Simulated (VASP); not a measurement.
OSZICAR of a VASP run on Co (a trial cell in the simple-cubic structure, space group Pm-3m):

File OSZICAR:
```
       N       E                     dE             d eps       ncg     rms          rms(c)
DAV:   1     0.215886588206E+02    0.21589E+02   -0.36513E+03  1416   0.931E+02
DAV:   2    -0.628458891386E+01   -0.27873E+02   -0.26273E+02  1418   0.140E+02
DAV:   3    -0.685256506519E+01   -0.56798E+00   -0.56323E+00  1598   0.251E+01
DAV:   4    -0.685916755533E+01   -0.66025E-02   -0.66012E-02  1670   0.242E+00
DAV:   5    -0.685938352349E+01   -0.21597E-03   -0.21596E-03  1702   0.403E-01    0.948E+00
DAV:   6    -0.645066355284E+01    0.40872E+00   -0.10465E+01  1538   0.490E+01    0.484E+00
DAV:   7    -0.627688554972E+01    0.17378E+00   -0.14575E+00  1548   0.175E+01    0.254E+00
DAV:   8    -0.627205616577E+01    0.48294E-02   -0.87229E-03  1776   0.904E-01    0.130E+00
DAV:   9    -0.626617718416E+01    0.58790E-02   -0.86020E-03  1762   0.985E-01    0.360E-01
DAV:  10    -0.626623243312E+01   -0.55249E-04   -0.66375E-04  1924   0.248E-01    0.105E-01
DAV:  11    -0.626630091641E+01   -0.68483E-04   -0.11967E-04  1512   0.164E-01    0.301E-02
DAV:  12    -0.626630593445E+01   -0.50180E-05   -0.19863E-05  1580   0.660E-02    0.150E-02
DAV:  13    -0.626630674318E+01   -0.80873E-06   -0.13580E-06   930   0.103E-02
   1 F= -.62663067E+01 E0= -.62661402E+01  d E =-.499777E-03  mag=     1.9047
```

Which electronic solver shows in the log?

It is blocked Davidson (ALGO = Normal, or the opening steps of other solvers). The INCAR had ALGO = Normal.

How was spin treated?

Collinear spin (ISPIN = 2): the summary line carries one mag value, 1.90 μB in the cell.

Can the final energy be trusted as converged?

Self-consistency was reached. It stopped with EDIFF = 1E-6, NELM = 100 (PBE GGA, plane waves, VASP's PBE PAW potentials (set 64)).

The structure was generated: Co was put into the simple-cubic type (Pm-3m), which need not be its known phase. The cell was not relaxed at this level. The k-mesh is coarse (spacing up to 0.30 per Å, 2π included), so the numbers may not be converged in it. The run is one of a series of settings (KPOINTS 9×9×9 Monkhorst-Pack mesh against the base run), some of them coarse on purpose.
